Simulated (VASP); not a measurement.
Wanted: the native input for a VASP 6.6.1 run.

| Item | Value |
| --- | --- |
| Task | single point |
| Functional | PBE |
| Potentials or basis | VASP PAW PBE potentials, release 64 (Hf_pv, B) |
| Cutoff | 520 eV |
| k mesh | 12 × 12 × 12 |
| Occupations | gaussian, width 0.1 eV |
| Spin | no spin polarisation |
| Dipole correction | no |
| Further INCAR settings | ALGO = Normal; EDIFF = 1e-07; NBANDS = 18 |

The structure of HfB3 lies in POSCAR:

```
HfB3
1.0
    3.3915342434      0.0000000000      0.0000000000
    0.0000000000      3.3915342434      0.0000000000
    0.0000000000      0.0000000000      3.3915342434
Hf B
1 3
Direct
    0.0000000000      0.0000000000      0.0000000000
    0.5000000000      0.5000000000      0.0000000000
    0.5000000000      0.0000000000      0.5000000000
    0.0000000000      0.5000000000      0.5000000000
```

The cell comes from a database or a generator and needn't be the stable form of this composition.

These files were run (other wordings do the same):

INCAR

```
SYSTEM = HfB3
  PREC = Accurate
  ENCUT = 520
  EDIFF = 1E-7
  ISMEAR = 0
  SIGMA = 0.1
  LREAL = .FALSE.
  LASPH = .TRUE.
  NELM = 100
  ALGO = Normal
  ISIF = 2
  LWAVE = .FALSE.
  LCHARG = .FALSE.
  GGA = PE
  NBANDS = 18
```

KPOINTS

```
Automatic mesh
0
G
  12 12 12
  0 0 0
```

Potentials or basis: VASP PAW PBE potentials, release 64 (Hf_pv, B).

Launch:

```console
$ cat potpaw_PBE.64/Hf_pv/POTCAR potpaw_PBE.64/B/POTCAR > POTCAR
$ mpirun -np 1 vasp_std > vasp.out
```

It gave:

```yaml
Pressure: 0.9 GPa
Band_gap_on_the_k_mesh: none (metal or under the smearing width)
```

It took 44 s on 1 thread of Intel(R) Xeon(R) Platinum 8488C (Sapphire Rapids), on a shared host, peak memory 0.19 GiB.
